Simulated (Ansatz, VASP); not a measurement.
**PtS2: VASP beside Ansatz**

Wanted: the spread between two codes on one cell, functional and k mesh. The cell is taken from a series of runs on this material, whose earlier steps may have relaxed, scaled, displaced or heated it; both programs get it as it stands.

Calculated with Ansatz 0.2.0; plane waves, with VASP 6.6.1 beside it; zone-centre phonons at PBE.

### 1. The structure

The cell holds 3 atoms: 1 Pt and 2 S. Cell: a = 3.485 Å, b = 3.407 Å, c = 30.000 Å, α = 90.0°, β = 90.0°, γ = 120.8°. Vacuum lies along c.

### 2. Ansatz: zone-centre phonons, PBE

Ansatz runs on its PAW soft_1 files.

Second derivatives magnify differences that forces hide, and they need a tight electronic threshold.

Input file input.yaml:

```yaml
crystal:
  lattice:
    - [3.485238871, 0.0, 0.0]
    - [-1.7426194355, 2.9277562385, 0.0]
    - [0.0, 0.0, 30.0]
  atoms:
    - { symbol: Pt, position: [0.3208601519, 0.6417203038, 0.3333333333] }
    - { symbol: S, position: [0.6729032574, 0.3458065148, 0.3806391312] }
    - { symbol: S, position: [0.6729032574, 0.3458065148, 0.2860275354] }
  periodic: [true, true, false]
kpoints:
  mp_grid: { grid: [15, 15, 1] }
hamiltonian:
  xc: pbe
  pseudopotentials: { kind: paw, azcp: { folder: soft_1 } }
scf:
  occupations: { method: methfessel_paxton, width: 0.2 }
output:
  eigenvalues: true
phonons:
  method: dfpt
```

The run is started by

```
$ ansatz run input.yaml --threads 4 --pin off --max-ram 16384MiB --backend cpu --events-out ev --progress --plain --runs-dir out
```

Numbers of over 12 decimals in the logs are rounded to 6 here.

Log:

```text
zone centre: on kpoints.mp_grid the ground state, and the responses unless they are solved on pairs of k-points, stand on 64 of the mesh's 225 k-points, reduced under 2 symmetry operations, with k and −k counted as one. Each operation leaves every solved displacement unchanged or reverses it
Engine: ansatz 0.2.0, aarch64-unknown-linux-gnu
Pseudopotentials: kind: paw
Pseudopotential: Pt, paw, valence charge 18, recommended cutoff 420 eV (normal), soft_1/Pt.paw.azcp
Pseudopotential: S, paw, valence charge 6, recommended cutoff 420 eV (normal), soft_1/S.paw.azcp
Functional definition: PBE
  parameter kappa = 0.804
  parameter beta = 0.066725
  exchange = pbe_x(kappa = kappa, mu = beta*pi^2/3)
  correlation = pbe_c(beta = beta)
Crystal: 3 atoms, lattice volume = 306.118 Å³
Basis set: ecut = 420 eV, 5973 PW (Γ), exchange–correlation on 48×48×432 points (8 copies of the dense FFT grid, shifted against one another)
Bands: 19, of which v1, the nominal top of the filled ones, is band 15 counted from 1 (14 counted from 0)
Symmetry: 4 space group operations
k-points: 64 of 225 (irreducible under 2 space group operations, time reversal used)
Non-local potential: Pt, projectors of the file, l = 0: 3, l = 1: 2, l = 2: 2, l = 3: 1
Non-local potential: S, projectors of the file, l = 0: 2, l = 1: 2, l = 2: 1
PAW form: soft (Blöchl's): semilocal exchange-correlation on the pseudo side does not see the compensation charge
PAW one-centre angular grid: Pt, 590 points (default); XC on 64 Gauss nodes
PAW one-centre angular grid: S, 110 points (default); XC on 64 Gauss nodes
Initial density: superposition of atomic densities (neutral atoms: chi_scale 0, normalization atom)
Initial wavefunctions: pseudopotential atomic-orbital guess
Functional: x = pbe(κ = 0.804, μ = 0.219515), c = pbe(β = 0.066725)
SCF iter   1: F=—  HF=-14329.194855 eV  |F-HF|=—  |Δ(HF+E_count)|=         —  Δρ=3.92e-2  dr2=6.40e0  ethr=3.10e-3  ⟨swp⟩=15.6  Hψ=11833  notcnv=0
preconditioner: auto → LDOS  [metal: Δε(μ)=0.012 eV  Ē_g=8.633 eV  σ=0.200 eV  W_gap=0.05  n_scr=16 (ndim 8)  ℏωp=10.0 eV  f_vac=0.775  D(μ)=2.96/eV (n_scr^D=12)  β→1.0]
SCF iter   2: F=—  HF=-14328.357346 eV  |F-HF|=—  |Δ(HF+E_count)|=   8.38e-1  S|Δr|=    0.00e0  Δρ=1.46e-2  dr2=7.76e-1  ethr=3.10e-3  ⟨swp⟩=3.7  Hψ=3476  notcnv=0
SCF iter   3: F=—  HF=-14328.226327 eV  |F-HF|=—  |Δ(HF+E_count)|=   1.31e-1  S|Δr|=    0.00e0  Δρ=9.22e-3  dr2=3.49e-1  ethr=2.59e-3  ⟨swp⟩=3.5  Hψ=3330  notcnv=0
SCF iter   4: F=—  HF=-14328.142868 eV  |F-HF|=—  |Δ(HF+E_count)|=   8.35e-2  S|Δr|=    0.00e0  Δρ=1.46e-3  dr2=1.66e-2  ethr=1.16e-3  ⟨swp⟩=3.4  Hψ=3165  notcnv=0
SCF iter   5: F=—  HF=-14328.140185 eV  |F-HF|=—  |Δ(HF+E_count)|=   2.68e-3  S|Δr|=    0.00e0  Δρ=4.39e-4  dr2=2.84e-4  ethr=5.55e-5  ⟨swp⟩=3.6  Hψ=2861  notcnv=0
SCF iter   6: F=—  HF=-14328.140371 eV  |F-HF|=—  |Δ(HF+E_count)|=   1.85e-4  S|Δr|=    0.00e0  Δρ=5.51e-5  dr2=1.16e-5  ethr=9.48e-7  ⟨swp⟩=3.6  Hψ=2866  notcnv=0
SCF iter   7: F=—  HF=-14328.140377 eV  |F-HF|=—  |Δ(HF+E_count)|=   6.14e-6  S|Δr|=    0.00e0  Δρ=2.11e-5  dr2=1.79e-6  ethr=3.85e-8  ⟨swp⟩=3.5  Hψ=2913  notcnv=0
SCF iter   8: F=—  HF=-14328.140490 eV  |F-HF|=—  |Δ(HF+E_count)|=   1.13e-4  S|Δr|=    0.00e0  Δρ=6.90e-6  dr2=1.92e-7  ethr=5.98e-9  ⟨swp⟩=3.1  Hψ=2710  notcnv=0
SCF iter   9: F=—  HF=-14328.140490 eV  |F-HF|=—  |Δ(HF+E_count)|=   7.57e-8  S|Δr|=    0.00e0  Δρ=1.56e-6  dr2=5.51e-9  ethr=6.40e-10  ⟨swp⟩=3.6  Hψ=3024  notcnv=0
SCF iter  10: F=—  HF=-14328.140490 eV  |F-HF|=—  |Δ(HF+E_count)|=   1.06e-7  S|Δr|=    0.00e0  Δρ=3.80e-7  dr2=3.56e-10  ethr=1.84e-11  ⟨swp⟩=3.5  Hψ=2910  notcnv=0
SCF iter  11: F=—  HF=-14328.140490 eV  |F-HF|=—  |Δ(HF+E_count)|=   9.83e-9  S|Δr|=    0.00e0  Δρ=1.07e-7  dr2=3.82e-11  ethr=1.19e-12  ⟨swp⟩=3.8  Hψ=2858  notcnv=0
SCF iter  12: F=-14328.140490 eV  HF=-14328.140490 eV  |F-HF|=1.69e-10  |Δ(HF+E_count)|=   1.77e-9  S|Δr|=    0.00e0  Δρ=1.84e-8  dr2=9.40e-13  ethr=1.00e-12  ⟨swp⟩=17.7  Hψ=11169  notcnv=0
SCF 1 converged in 12 iterations: F = -14328.140490 eV  dr2 = 9.40e-13
  greatest PAW one-centre occupation: 1.000 electrons in one spin orbital (limit 2), on the Pt atom at site 0 (counted from 0), in its partial waves of l = 0
DFPT response loops at Γ: preconditioner auto → none (partly filled bands, converged f_vac=0.777); β = 0.50; Broyden in place of MSR1
SCF converged after 12 iterations
Stability not checked: this state was not tested for a lower state beside it, because cold or Methfessel-Paxton smearing, or corrected tetrahedra, fill the levels in a way that the test cannot read (fill_not_monotonic; see scf.lower_state_search)
Free energy (F): -14328.140490 eV
Harris-Foulkes:  -14328.140490 eV  (|F-HF|=1.69e-10)
Internal energy: -14328.139117 eV  (E = F + TS)
E sigma→0 (E₀):  -14328.140147 eV
Entropy (-TS):   -0.001373 eV (-0.458 meV/atom)
Fermi energy:    -5.233549 eV
Step filling:    the computed levels leave a gap of 0.0011 eV = 0.0 smearing widths at the electron count; against every level under it full and every level over it empty, smearing changes F+E_penalty+E_count by -1.737 meV and its σ→0 estimate by -1.394 meV
--- Per-component energies (eV) ---
  E_band       = -798.860945
  E_kinetic    = 803.912903
  E_local      = -52851.561266  (includes V_loc(G=0)·N_el)
  E_nonlocal   = 273.113132
  E_hartree    = 25872.910654
  E_xc         = -407.592806
  E_vxc        = -433.440297  (∫ρ·V_xc dr)
  E_paw        = -10700.720785  (= ΣΔE_a)
  E_vpaw       = -336.707940  (= ΣTr[D̂ρ^β])
  E_aug_tail   = 0.001120  (compensation charges beyond the density's cutoff)
  E_ewald      = 22681.797930
  E_smearing   = -0.001373  (= −TS)
  E_closure    = 0.000000  (closes the sum)
  Σ components = -14328.140490   (vs F -14328.140490, Δ=0.00e0)
--- Band table (eV; the first three rows and the last of 64) ---
  k-point 0: bands = [... 11 lower, -7.6665, -7.0004, -5.1165, -4.7784, -4.4679, -4.2774, -1.8551, -0.3988]
  k-point 1: bands = [... 11 lower, -7.7113, -6.9330, -5.2524, -4.8626, -4.4606, -4.4219, -1.5967, -0.3194]
  k-point 2: bands = [... 11 lower, -7.8497, -6.8219, -5.5059, -5.0935, -4.8621, -4.2987, -1.0151, -0.0815]
  k-point 63: bands = [... 11 lower, -8.8045, -7.7976, -7.5418, -5.8584, -5.0098, -3.7056, -0.3447, 1.6240]
--- Phonons (Γ-DFPT): 6 representative perturbations + reference, on 64 of 225 k-points (Σ response iterations 32) ---
  k mesh reduced under 2 symmetry operations, with k and −k counted as one. Each operation leaves every solved displacement unchanged or reverses it
  ASR residual: 1.756e-5 → 0.000e0 eV/Å²; symmetrization residual: 8.233e-6 eV/Å²
  ASR residual per site (eV/Å²): 1.76e-5 1.39e-5 1.39e-5
  Γ frequencies (cm⁻¹): -63.26 0.00 0.00 0.00 106.12 110.76 153.14 164.29 312.18
  non-analytic LO–TO correction: not included (Born effective charges unavailable; polar crystals: no LO–TO splitting at Γ)
```

(Continued in part 2 of 2.)

[Lines on the potential files, build, host, timing and source positions are cut from VASP's logs without a mark.]

[Logs are printed without paths, hosts, clocks, repeated set-up lines and the standing remarks that a program may print on its own settings, such as how far it seeks lower states.]

[Hosts, paths, dates, database ids (printed as entryN), source tags and the programs' standing remarks are cut or masked in the printed files.]
